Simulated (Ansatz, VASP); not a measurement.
# BaPbO3: VASP beside Ansatz

One calculation is typed for both programs; each brings its own data sets. How far apart do they land? The cell is taken from a series of runs on this material, whose earlier steps may have relaxed, scaled, displaced or heated it; both programs get it as it stands.

Calculated with Ansatz 0.2.0; plane waves, with VASP 6.6.1 beside it; relaxation of cell and atoms at PBEsol.

## Step 1: Set-up

It takes space group I4/mcm (No. 140, tetragonal). The conventional cell has a = 5.988 Å, b = 5.988 Å, c = 8.713 Å, α = 90.00°, β = 90.00°, γ = 90.00°. Nearest to Ba lie 12 O at 2.73 to 3.38 Å. Nearest to Pb lie 6 O at 2.17 to 2.18 Å. Nearest to O lie 2 Pb at 2.17 Å and 4 Ba at 2.73 to 3.38 Å. O has 2 Pb at 2.18 Å and 4 Ba at 2.99 Å nearest. Farther neighbours and most contacts between anions are not listed.

## Step 2: Ansatz: relaxation of cell and atoms, PBEsol

Ansatz runs on its PAW soft_1 files.

The relaxed volume is the usual yardstick between codes: in a stiff, nearly cubic crystal its relative difference is about their pressure difference at one cell divided by the bulk modulus.

The input, input.yaml:

```yaml
crystal:
  lattice:
    - [-2.9937942185, 2.9937942185, 4.3563132092]
    - [2.9937942185, -2.9937942185, 4.3563132092]
    - [2.9937942185, 2.9937942185, -4.3563132092]
  atoms:
    - { symbol: Ba, position: [0.75, 0.25, 0.5] }
    - { symbol: Ba, position: [0.25, 0.75, 0.5] }
    - { symbol: Pb, position: [0.5, 0.5, 0.0] }
    - { symbol: Pb, position: [0.0, 0.0, 0.0] }
    - { symbol: O, position: [0.8051590819, 0.6948409181, 0.5] }
    - { symbol: O, position: [0.1948409181, 0.3051590819, 0.5] }
    - { symbol: O, position: [0.3051590819, 0.8051590819, 0.1103181637] }
    - { symbol: O, position: [0.6948409181, 0.1948409181, 0.8896818363] }
    - { symbol: O, position: [0.75, 0.75, 0.0] }
    - { symbol: O, position: [0.25, 0.25, 0.0] }
kpoints:
  mp_grid: { grid: [8, 8, 8] }
hamiltonian:
  xc: pbesol
  pseudopotentials: { kind: paw, azcp: { folder: soft_1 }, xc_functional: pbe }
scf:
  occupations: { method: methfessel_paxton, width: 0.2 }
output:
  forces: true
  stress: true
  eigenvalues: true
relax:
  adjacent_minimum: "off"
  f_tol: 0.001
  max_steps: 60
  cell: { stress_tol: 0.01 }
```

On the command line:

```sh
ansatz run input.yaml --threads 4 --pin off --max-ram 10240MiB --backend cpu --events-out ev --progress --plain --runs-dir out
```

Numbers of over 12 decimals in the logs are rounded to 6 here.

The log of the run:

```text
Engine: ansatz 0.2.0, aarch64-unknown-linux-gnu
Pseudopotentials: kind: paw
Pseudopotential: Ba, paw, valence charge 10, recommended cutoff 420 eV (normal), soft_1/Ba.paw.azcp
Pseudopotential: Pb, paw, valence charge 14, recommended cutoff 420 eV (normal), soft_1/Pb.paw.azcp
Pseudopotential: O, paw, valence charge 6, recommended cutoff 420 eV (normal), soft_1/O.paw.azcp
Functional definition: PBEsol
  exchange = pbesol_x
  correlation = pbesol_c
Crystal: 10 atoms, lattice volume = 156.179 Å³
Basis set: ecut = 420 eV, 3055 PW (Γ), exchange–correlation on 90×90×90 points (8 copies of the dense FFT grid, shifted against one another)
Bands: 52, of which v1, the nominal top of the filled ones, is band 42 counted from 1 (41 counted from 0)
Symmetry: 16 space group operations
Space group: I4/mcm (ITA 140), of the structure as read, at distance tolerance 5.4e-5 Å
k-points: 59 of 512
Non-local potential: Ba, projectors of the file, l = 0: 3, l = 1: 2, l = 2: 2, l = 3: 2
Non-local potential: Pb, projectors of the file, l = 0: 2, l = 1: 2, l = 2: 2, l = 3: 1
Non-local potential: O, projectors of the file, l = 0: 2, l = 1: 2, l = 2: 1
PAW form: soft (Blöchl's): semilocal exchange-correlation on the pseudo side does not see the compensation charge
PAW frozen core: Ba, regenerated for the run's functional, and the local potential with it (the file was generated under x = pbe(κ = 0.804, μ = 0.219515), c = pbe(β = 0.066725))
PAW frozen core: Pb, regenerated for the run's functional, and the local potential with it (the file was generated under x = pbe(κ = 0.804, μ = 0.219515), c = pbe(β = 0.066725))
PAW frozen core: O, regenerated for the run's functional, and the local potential with it (the file was generated under x = pbe(κ = 0.804, μ = 0.219515), c = pbe(β = 0.066725))
PAW one-centre angular grid: Ba, 194 points (default); XC on 64 Gauss nodes
PAW one-centre angular grid: Pb, 590 points (default); XC on 64 Gauss nodes
PAW one-centre angular grid: O, 110 points (default); XC on 64 Gauss nodes
Initial density: superposition of atomic densities (chi_scale 0.1, normalization cell, long waves kept (reshape's long-wave potential 0.00 eV rms))
Initial wavefunctions: pseudopotential atomic-orbital guess
Functional: x = pbesol(κ = 0.804, μ = 0.123457), c = pbesol(β = 0.046)
SCF iter   1: F=—  HF=-38610.731112 eV  |F-HF|=—  |Δ(HF+E_count)|=         —  Δρ=5.93e-2  dr2=8.63e0  ethr=3.10e-3  ⟨swp⟩=14.0  Hψ=18767  notcnv=0
preconditioner: auto → Kerker (q_TF=auto, 2.460 Å⁻¹)  [metal: Δε(μ)=0.041 eV  Ē_g=13.692 eV  σ=0.200 eV  W_gap=0.17  n_scr=50 (ndim 8)  ℏωp=26.6 eV  f_vac=0.000  D(μ)=0.36/eV (n_scr^D=0)]
SCF iter   2: F=—  HF=-38609.151838 eV  |F-HF|=—  |Δ(HF+E_count)|=    1.58e0  S|Δr|=    0.00e0  Δρ=3.64e-2  dr2=4.28e0  ethr=3.10e-3  ⟨swp⟩=4.0  Hψ=5067  notcnv=0  defer=272
preconditioner: auto → Resta (q_TF=auto, 2.460 Å⁻¹)  ε∞=4.6  [insulator: Δε(μ)=0.272 eV  Ē_g=14.075 eV  σ=0.200 eV  W_gap=0.57  n_scr=50 (ndim 8)  ℏωp=26.6 eV  f_vac=0.000  D(μ)=0.36/eV (n_scr^D=0)  ε∞_Penn≈4.6]
SCF iter   3: F=—  HF=-38607.438679 eV  |F-HF|=—  |Δ(HF+E_count)|=    1.71e0  S|Δr|=    0.00e0  Δρ=1.03e-2  dr2=3.90e-1  ethr=3.10e-3  ⟨swp⟩=5.2  Hψ=6448  notcnv=0  defer=269
SCF iter   4: F=—  HF=-38607.289597 eV  |F-HF|=—  |Δ(HF+E_count)|=   1.49e-1  S|Δr|=    0.00e0  Δρ=3.42e-3  dr2=2.10e-2  ethr=4.64e-4  ⟨swp⟩=4.4  Hψ=5695  notcnv=0  defer=263
SCF iter   5: F=—  HF=-38607.285461 eV  |F-HF|=—  |Δ(HF+E_count)|=   4.14e-3  S|Δr|=    0.00e0  Δρ=6.68e-4  dr2=5.90e-4  ethr=2.50e-5  ⟨swp⟩=2.8  Hψ=5739  notcnv=0  defer=263
SCF iter   6: F=—  HF=-38607.285529 eV  |F-HF|=—  |Δ(HF+E_count)|=   6.78e-5  S|Δr|=    0.00e0  Δρ=1.71e-4  dr2=4.88e-5  ethr=7.03e-7  ⟨swp⟩=2.3  Hψ=5077  notcnv=0  defer=263
SCF iter   7: F=—  HF=-38607.285672 eV  |F-HF|=—  |Δ(HF+E_count)|=   1.43e-4  S|Δr|=    0.00e0  Δρ=3.93e-5  dr2=2.95e-6  ethr=5.81e-8  ⟨swp⟩=2.0  Hψ=4510  notcnv=0  defer=263
SCF iter   8: F=—  HF=-38607.285674 eV  |F-HF|=—  |Δ(HF+E_count)|=   2.04e-6  S|Δr|=    0.00e0  Δρ=1.25e-5  dr2=2.34e-7  ethr=3.52e-9  ⟨swp⟩=2.1  Hψ=5146  notcnv=0  defer=263
SCF iter   9: F=-38607.285674 eV  HF=-38607.285674 eV  |F-HF|=1.19e-9  |Δ(HF+E_count)|=   1.01e-7  S|Δr|=    0.00e0  Δρ=3.16e-6  dr2=1.29e-8  ethr=1.19e-10  ⟨swp⟩=20.2  Hψ=22229  notcnv=0
SCF 1 converged in 9 iterations: F = -38607.285674 eV  dr2 = 1.29e-8
  greatest PAW one-centre occupation: 0.987 electrons in one spin orbital (limit 2), on the Pb atom at site 3 (counted from 0), in its partial waves of l = 2
relax step   1: F+E_penalty+E_count = -38607.28567421 eV  Δ(F+E_penalty+E_count) = +0.000e0 eV  max|allowed force component| = 1.405e-4 eV/Å  Δτ_max = 0.0000 Å  P = +0.000 GPa  Ω = 156.179 Å³  (9 SCF iters, dr2 threshold 1.00e-7 eV, accepted)
Initial density: handed on by an earlier stage of this run
Initial wavefunctions: pseudopotential atomic-orbital guess (no wavefunctions were taken with the density)
iter 1 solved again at ethr=4.57e-7 eV; its pass at ethr=3.10e-3 eV (dr2=3.84e-4 eV) is discarded
SCF iter   1: F=—  HF=-38607.285554 eV  |F-HF|=—  |Δ(HF+E_count)|=         —  Δρ=3.44e-6  dr2=1.51e-8  ethr=4.57e-7  ⟨swp⟩=4.2  Hψ=23638  notcnv=0
eigensolver tolerance schedule: the retry pair's looser diagonalisation over-reported the residual by 25448.56 of it (diagonalisation noise at an unbounded share of the residual, at the tolerance the schedule requests for it); recorded, not acted on — ethr = c·dr2/N_el stays at c = 1.0e-1
preconditioner: auto → Kerker (q_TF=auto, 2.460 Å⁻¹)  [metal: Δε(μ)=0.041 eV  Ē_g=15.609 eV  σ=0.200 eV  W_gap=0.17  n_scr=50 (ndim 8)  ℏωp=27.2 eV  f_vac=0.000  D(μ)=1.91/eV (n_scr^D=14)]
SCF iter   2: F=—  HF=-38607.285674 eV  |F-HF|=—  |Δ(HF+E_count)|=   1.20e-4  S|Δr|=    0.00e0  Δρ=2.02e-6  dr2=5.67e-9  ethr=1.80e-11  ⟨swp⟩=4.9  Hψ=9592  notcnv=0
SCF iter   3: F=—  HF=-38607.285674 eV  |F-HF|=—  |Δ(HF+E_count)|=   1.69e-9  S|Δr|=    0.00e0  Δρ=8.47e-7  dr2=1.87e-9  ethr=6.75e-12  ⟨swp⟩=2.3  Hψ=4391  notcnv=0
SCF iter   4: F=—  HF=-38607.285674 eV  |F-HF|=—  |Δ(HF+E_count)|=  4.80e-10  S|Δr|=    0.00e0  Δρ=3.57e-7  dr2=3.66e-10  ethr=2.22e-12  ⟨swp⟩=2.7  Hψ=5245  notcnv=0
SCF iter   5: F=—  HF=-38607.285674 eV  |F-HF|=—  |Δ(HF+E_count)|=  1.46e-11  S|Δr|=    0.00e0  Δρ=1.47e-7  dr2=6.38e-11  ethr=1.00e-12  ⟨swp⟩=1.3  Hψ=3134  notcnv=0
SCF iter   6: F=—  HF=-38607.285674 eV  |F-HF|=—  |Δ(HF+E_count)|=  2.18e-11  S|Δr|=    0.00e0  Δρ=4.51e-8  dr2=5.33e-12  ethr=1.00e-12  ⟨swp⟩=1.3  Hψ=3095  notcnv=0
SCF iter   7: F=-38607.285674 eV  HF=-38607.285674 eV  |F-HF|=7.28e-12  |Δ(HF+E_count)|=  2.18e-11  S|Δr|=    0.00e0  Δρ=1.68e-8  dr2=6.91e-13  ethr=1.00e-12  ⟨swp⟩=11.8  Hψ=17928  notcnv=0
SCF 2 converged in 7 iterations: F = -38607.285674 eV  dr2 = 6.91e-13
  greatest PAW one-centre occupation: 0.987 electrons in one spin orbital (limit 2), on the Pb atom at site 2 (counted from 0), in its partial waves of l = 2
relax step   2: F+E_penalty+E_count = -38607.28567421 eV  Δ(F+E_penalty+E_count) = -3.478e-9 eV  max|allowed force component| = 1.495e-4 eV/Å  Δτ_max = 0.0000 Å  P = +0.000 GPa  Ω = 156.179 Å³  stress off target by 3.66e-3 GPa  SCF on the basis re-selected at this cell (its energy is not comparable with the rows above)  (7 SCF iters)
basis re-selected at this cell: Δ(F+E_penalty+E_count) = -3.478e-9 eV, ΔP = +0.000 GPa vs the last step (what re-selecting the basis moved, of the pressure what is left beyond the Pulay correction that the steps carried, after the strain that the cell walked since its last selection, with what the two solves' SCF thresholds leave and, on support functions, any second-order correction that the steps lacked; it is no m [...]
SCF converged after 7 iterations
Stability not checked: this state was not tested for a lower state beside it, because cold or Methfessel-Paxton smearing, or corrected tetrahedra, fill the levels in a way that the test cannot read (fill_not_monotonic; see scf.lower_state_search)
Free energy (F): -38607.285674 eV
Harris-Foulkes:  -38607.285674 eV  (|F-HF|=7.28e-12)
Internal energy: -38607.314958 eV  (E = F + TS)
E sigma→0 (E₀):  -38607.292995 eV
Entropy (-TS):   0.029284 eV (2.928 meV/atom)
Fermi energy:    9.001645 eV
Step filling:    the computed levels leave a gap of 0.0810 eV = 0.4 smearing widths at the electron count; against every level under it full and every level over it empty, smearing changes F+E_penalty+E_count by +11.858 meV and its σ→0 estimate by +4.537 meV
--- Per-component energies (eV) ---
  E_band       = -26.401176
  E_kinetic    = 1917.898753
  E_local      = -4538.909262  (includes V_loc(G=0)·N_el)
  E_nonlocal   = 1134.681122
  E_hartree    = 1725.764473
  E_xc         = -1217.642971
  E_vxc        = -1068.481554  (∫ρ·V_xc dr)
  E_paw        = -31671.920025  (= ΣΔE_a)
  E_vpaw       = -923.123657  (= ΣTr[D̂ρ^β])
  E_aug_tail   = 0.004443  (compensation charges beyond the density's cutoff)
  E_ewald      = -5957.830434
  E_core_change = 0.638943  (= ΣΔE_core)
  E_smearing   = 0.029284  (= −TS)
  E_closure    = 0.000000  (closes the sum)
  Σ components = -38607.285674   (vs F -38607.285674, Δ=0.00e0)
--- Forces (eV/Å), atoms counted from 1 ---
  atom   1  Ba    -0.00000000     0.00000000    -0.00000000
  atom   2  Ba    -0.00000000     0.00000000     0.00000000
  atom   3  Pb    -0.00000000     0.00000000    -0.00000000
  atom   4  Pb    -0.00000000     0.00000000     0.00000000
  atom   5  O     -0.00014946     0.00014946     0.00000000
  atom   6  O      0.00014946    -0.00014946    -0.00000000
  atom   7  O      0.00014946     0.00014946     0.00000000
  atom   8  O     -0.00014946    -0.00014946     0.00000000
  atom   9  O      0.00000000     0.00000000     0.00000000
  atom  10  O     -0.00000000     0.00000000    -0.00000000
  max |Σ_I F_I| component: 9.54e-18 eV/Å
--- Stress (GPa, compression-positive) ---
       -0.001563       0.000000       0.000000
        0.000000      -0.001563       0.000000
        0.000000       0.000000       0.003664
  P = ⅓ Tr σ = 0.0002 GPa (0.002 kbar)
--- Band table (eV; the first three rows and the last of 59) ---
  k-point 0: bands = [... 38 lower, 8.8136, 8.8545, 8.8545, 9.0025, 9.0873, 13.8246, 13.9600, 14.0954, ... 6 higher]
  k-point 1: bands = [... 38 lower, 8.6317, 8.7101, 8.8796, 8.9616, 9.3871, 14.0403, 14.1016, 14.2206, ... 6 higher]
  k-point 2: bands = [... 38 lower, 8.4356, 8.5107, 8.9093, 8.9504, 10.1472, 13.9904, 14.5545, 14.8446, ... 6 higher]
  k-point 58: bands = [... 38 lower, 8.4692, 8.4692, 8.8272, 9.0063, 12.2321, 13.6408, 15.0069, 15.0250, ... 6 higher]
--- Relaxed structure (1 steps of the walk, 1 accepted, 1 SCFs on fresh bases) ---
  F+E_penalty+E_count = -38607.28567421 eV   max|allowed force component| = 1.495e-4 eV/Å   (the final SCF, on the basis selected at the relaxed cell)
  cell:  # Å, volume = 156.1791 Å³
    - [-2.9937942185, 2.9937942185, 4.3563132092]
    - [2.9937942185, -2.9937942185, 4.3563132092]
    - [2.9937942185, 2.9937942185, -4.3563132092]
  atoms:
    - { symbol: Ba, position: [0.750000, 0.25, 0.500000] }
    - { symbol: Ba, position: [0.25, 0.750000, 0.500000] }
    - { symbol: Pb, position: [0.500000, 0.500000, 0.0] }
    - { symbol: Pb, position: [0.0, 0.0, 0.0] }
    - { symbol: O, position: [0.805159, 0.694841, 0.5] }
    - { symbol: O, position: [0.194841, 0.305159, 0.5] }
    - { symbol: O, position: [0.305159, 0.805159, 0.110318] }
    - { symbol: O, position: [0.694841, 0.194841, 0.88968183625] }
    - { symbol: O, position: [0.750000, 0.750000, 0.0] }
    - { symbol: O, position: [0.250000, 0.250000, 0.0] }
```

(Continued in part 2 of 2.)

[Lines on the potential files, build, host, timing and source positions are cut from VASP's logs without a mark.]

[Logs are printed without paths, hosts, clocks, repeated set-up lines and the standing remarks that a program may print on its own settings, such as how far it seeks lower states.]

[Hosts, paths, dates, database ids (printed as entryN), source tags and the programs' standing remarks are cut or masked in the printed files.]
